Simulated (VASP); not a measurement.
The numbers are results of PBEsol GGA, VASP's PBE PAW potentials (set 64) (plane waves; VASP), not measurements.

VASP input:

INCAR:
```
ALGO=Normal
DIPOL=0.5 0.5 0.5
EDIFF=1E-5
EDIFFG=-0.03
ENCUT=400
GGA=PS
IBRION=2
IDIPOL=3
ISIF=2
ISMEAR=1
LASPH=.True.
LCHARG=.False.
LDIPOL=.True.
LMAXMIX=4
LREAL=.False.
LWAVE=.True.
NELM=100
NELMIN=4
NSW=120
PREC=Normal
SIGMA=0.1
SYSTEM=Cu(210) slab
```

File POSCAR:
```
Cu(210) slab
1
    4.3695434250     0.0000000000     0.0000000000
    2.9130292794     3.2568653121    -0.0000000000
   -0.0000000000    -0.0000000000    24.3974994203
Cu
12
Direct
  0.3463911647   0.3463911647   0.3257284969
  0.6495201234   0.6495201234   0.3531402232
  0.9514033830   0.9514033830   0.3841318785
  0.2467965237   0.2467965237   0.4188933577
  0.5483609276   0.5483609276   0.4510952848
  0.8493068165   0.8493068165   0.4837278640
  0.1506931835   0.1506931835   0.5162721360
  0.4516390724   0.4516390724   0.5489047152
  0.7532034763   0.7532034763   0.5811066423
  0.0485966170   0.0485966170   0.6158681215
  0.3504798766   0.3504798766   0.6468597768
  0.6536088353   0.6536088353   0.6742715031
```

### KPOINTS
```
Automatic mesh
0
Gamma
9 9 1
0 0 0
```

POTCAR, in this order: Cu (PBE.64 set). Program: vasp_std.

What VASP printed:

File OSZICAR:
```
       N       E                     dE             d eps       ncg     rms          rms(c)
DAV:   1     0.116851593392E+04    0.11685E+04   -0.49336E+04  3950   0.186E+03
DAV:   2     0.901526546059E+02   -0.10784E+04   -0.10458E+04  3950   0.423E+02
DAV:   3    -0.534406225844E+02   -0.14359E+03   -0.13342E+03  4133   0.208E+02
DAV:   4    -0.598882248784E+02   -0.64476E+01   -0.63526E+01  4334   0.607E+01
DAV:   5    -0.600631084295E+02   -0.17488E+00   -0.17464E+00  4774   0.816E+00    0.276E+01
DAV:   6    -0.529341260043E+02    0.71290E+01   -0.13666E+02  4334   0.140E+02    0.140E+01
DAV:   7    -0.482225995362E+02    0.47115E+01   -0.24822E+01  4630   0.848E+01    0.420E+00
DAV:   8    -0.482480396656E+02   -0.25440E-01   -0.47604E+00  4666   0.463E+01    0.136E+00
DAV:   9    -0.482836534234E+02   -0.35614E-01   -0.14203E+00  4917   0.158E+01    0.231E+00
DAV:  10    -0.482530727181E+02    0.30581E-01   -0.34242E-01  4399   0.140E+01    0.172E+00
DAV:  11    -0.482054497541E+02    0.47623E-01   -0.28012E-01  4543   0.810E+00    0.349E-01
DAV:  12    -0.482068357777E+02   -0.13860E-02   -0.48878E-02  4580   0.332E+00    0.327E-01
DAV:  13    -0.482047700964E+02    0.20657E-02   -0.75485E-03  4487   0.192E+00    0.189E-01
DAV:  14    -0.482037141438E+02    0.10560E-02   -0.55913E-03  4555   0.855E-01    0.446E-02
DAV:  15    -0.482037651417E+02   -0.50998E-04   -0.16836E-03  4783   0.626E-01    0.904E-02
DAV:  16    -0.482037187213E+02    0.46420E-04   -0.40981E-04  4503   0.486E-01    0.702E-02
DAV:  17    -0.482039096605E+02   -0.19094E-03   -0.17090E-03  4299   0.505E-01    0.720E-02
DAV:  18    -0.482040996615E+02   -0.19000E-03   -0.35801E-04  4338   0.349E-01    0.284E-02
DAV:  19    -0.482041830191E+02   -0.83358E-04   -0.76237E-05  4235   0.145E-01    0.135E-02
DAV:  20    -0.482043714492E+02   -0.18843E-03   -0.96039E-05  4136   0.135E-01    0.154E-02
DAV:  21    -0.482044559018E+02   -0.84453E-04   -0.20132E-05  2590   0.787E-02    0.107E-02
DAV:  22    -0.482044919861E+02   -0.36084E-04   -0.30178E-05  3202   0.711E-02    0.646E-03
DAV:  23    -0.482045087296E+02   -0.16744E-04   -0.77900E-06  2664   0.498E-02    0.279E-03
DAV:  24    -0.482045230141E+02   -0.14284E-04   -0.23829E-06  2592   0.289E-02    0.121E-03
DAV:  25    -0.482045400523E+02   -0.17038E-04   -0.15615E-06  2469   0.167E-02    0.158E-03
DAV:  26    -0.482045418646E+02   -0.18122E-05   -0.46778E-07  2540   0.103E-02
   1 F= -.48204542E+02 E0= -.48205841E+02  d E =-.482045E+02
       N       E                     dE             d eps       ncg     rms          rms(c)
DAV:   1    -0.482047020591E+02   -0.16201E-03   -0.16607E-01  4136   0.156E+00    0.274E-02
DAV:   2    -0.482049963907E+02   -0.29433E-03   -0.30686E-03  6063   0.418E-01    0.279E-02
DAV:   3    -0.482049917820E+02    0.46087E-05   -0.45297E-05  3841   0.134E-01    0.226E-02
DAV:   4    -0.482049884264E+02    0.33555E-05   -0.12908E-05  2403   0.121E-01
   2 F= -.48204988E+02 E0= -.48206273E+02  d E =-.446562E-03
```

File OUTCAR:
```
------------------------ aborting loop because EDIFF is reached ----------------------------------------
  FORCE on cell =-STRESS in cart. coord.  units (eV):
  Direction    XX          YY          ZZ          XY          YZ          ZX
  --------------------------------------------------------------------------------------
  Total       -3.4939614     -2.7133653     -0.9334847     -0.4363667      0.0720922      0.1612031
  in kB      -16.1230615    -12.5209612     -4.3076121     -2.0136360      0.3326732      0.7438798
  external PRESSURE =     -10.9838783 kB  Pullay stress =       0.0000000 kB
  volume of cell :      347.20
      direct lattice vectors                 reciprocal lattice vectors
     4.369543425  0.000000000  0.000000000     0.228856863 -0.204695828  0.000000000
     2.913029279  3.256865312  0.000000000     0.000000000  0.307043707  0.000000000
     0.000000000  0.000000000 24.397499420     0.000000000  0.000000000  0.040987807
 POSITION                                       TOTAL-FORCE (eV/Angst)
 -----------------------------------------------------------------------------------
      2.52293      1.12829      7.94756        -0.001577     -0.000705      0.002258
      4.72849      2.11464      8.61669        -0.020093     -0.008986      0.013090
      6.92819      3.09838      9.37168        -0.006438     -0.002879     -0.003294
      1.79856      0.80434     10.21892         0.004411      0.001973     -0.004672
      3.99185      1.78521     11.00533        -0.009638     -0.004310     -0.001336
      6.18626      2.76658     11.80044         0.001957      0.000875     -0.007125
      1.09631      0.49028     12.59706        -0.001957     -0.000875      0.007125
      3.29072      1.47165     13.39217         0.009638      0.004310      0.001336
      5.48401      2.45252     14.17857        -0.004411     -0.001973      0.004672
      0.35438      0.15848     15.02582         0.006438      0.002879      0.003294
      2.55409      1.14222     15.78080         0.020093      0.008986     -0.013090
      4.75965      2.12858     16.44994         0.001577      0.000705     -0.002258
 -----------------------------------------------------------------------------------
    total drift:                                0.000000      0.000000      0.000000
  FREE ENERGIE OF THE ION-ELECTRON SYSTEM (eV)
  ---------------------------------------------------
  free  energy   TOTEN  =       -48.2049884264 eV

  energy  without entropy=      -48.2088435351  energy(sigma->0) =      -48.20627346

 reached required accuracy - stopping structural energy minimisation
```
(Selected blocks of OUTCAR.)

**CONTCAR**
```
Cu(210) slab
   1.00000000000000
     4.3695434249999998    0.0000000000000000    0.0000000000000000
     2.9130292793999999    3.2568653121000000    0.0000000000000000
     0.0000000000000000    0.0000000000000000   24.3974994203000008
  Cu
    12
Direct
     0.3464332494419075    0.3464332494419075    0.3257530796778624
     0.6492878423921100    0.6492878423921100    0.3531794168203514
     0.9513388263110244    0.9513388263110244    0.3841247447536628
     0.2469678906281578    0.2469678906281578    0.4188513118921440
     0.5481379783880332    0.5481379783880332    0.4510842678753241
     0.8494613967386642    0.8494613967386642    0.4836741419799772
     0.1505386032613359    0.1505386032613359    0.5163258580200228
     0.4518620216119668    0.4518620216119668    0.5489157321246759
     0.7530321093718422    0.7530321093718422    0.5811486881078560
     0.0486611736889756    0.0486611736889756    0.6158752552463372
     0.3507121576078899    0.3507121576078899    0.6468205831796486
     0.6535667505580925    0.6535667505580925    0.6742469203221376
```

The cell is a thin slab with vacuum, built from Cu (fcc): (210) face.
